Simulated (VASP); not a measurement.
Input for VASP

### POSCAR
```
Sr
1
    0.0000000000     3.1008000000     3.1008000000
    3.1008000000     0.0000000000     3.1008000000
    3.1008000000     3.1008000000     0.0000000000
Sr
1
Direct
  0.0000000000   0.0000000000   0.0000000000
```

INCAR:
```
SYSTEM = Sr
PREC = Accurate
ENCUT = 400
EDIFF = 1E-6
NELM = 100
ALGO = Normal
LREAL = .FALSE.
LASPH = .TRUE.
ISMEAR = 1
SIGMA = 0.1
GGA = PE
LMAXMIX = 4
LWAVE = .FALSE.
LCHARG = .FALSE.
ISIF = 2
IBRION = 0
NSW = 3
TEBEG = 300
```

### KPOINTS
```
Automatic mesh
0
Gamma
8 8 8
0 0 0
```

POTCAR, in this order: Sr_sv (PBE.64 set). Program: vasp_std.

Question: What happens when VASP runs on this input?

Answer: There is a fault: molecular dynamics (IBRION = 0) was asked for without POTIM. VASP stops with an error: Fatal error! IBRION=0, but no entry for POTIM on file INCAR. MUST be specified! ----> I REFUSE TO CONTINUE WITH THIS SICK JOB ... BYE!!! <----

File standard output:
```
 POSCAR found type information on POSCAR Sr
 POSCAR found :  1 types and       1 ions
 Reading from existing POTCAR

 -----------------------------------------------------------------------------
|                                                                             |
|     EEEEEEE  RRRRRR   RRRRRR   OOOOOOO  RRRRRR      ###     ###     ###     |
|     E        R     R  R     R  O     O  R     R     ###     ###     ###     |
|     E        R     R  R     R  O     O  R     R     ###     ###     ###     |
|     EEEEE    RRRRRR   RRRRRR   O     O  RRRRRR       #       #       #      |
|     E        R   R    R   R    O     O  R   R                               |
|     E        R    R   R    R   O     O  R    R      ###     ###     ###     |
|     EEEEEEE  R     R  R     R  OOOOOOO  R     R     ###     ###     ###     |
|                                                                             |
|     Fatal error! IBRION=0, but no entry for POTIM on file INCAR. MUST       |
|     be specified!                                                           |
|                                                                             |
|       ---->  I REFUSE TO CONTINUE WITH THIS SICK JOB ... BYE!!! <----       |
|                                                                             |
 -----------------------------------------------------------------------------
```

To mend it, set POTIM to the time step in fs (1 to 2 fs suits most solids). The plain static run on this cell (PBE GGA, plane waves, VASP's PBE PAW potentials (set 64)) converges, and its OSZICAR ends with
```
   1 F= -.16263823E+01 E0= -.16263242E+01  d E =-.174109E-03
```

The compound is Sr in the fcc structure. The cell was not relaxed at this level.
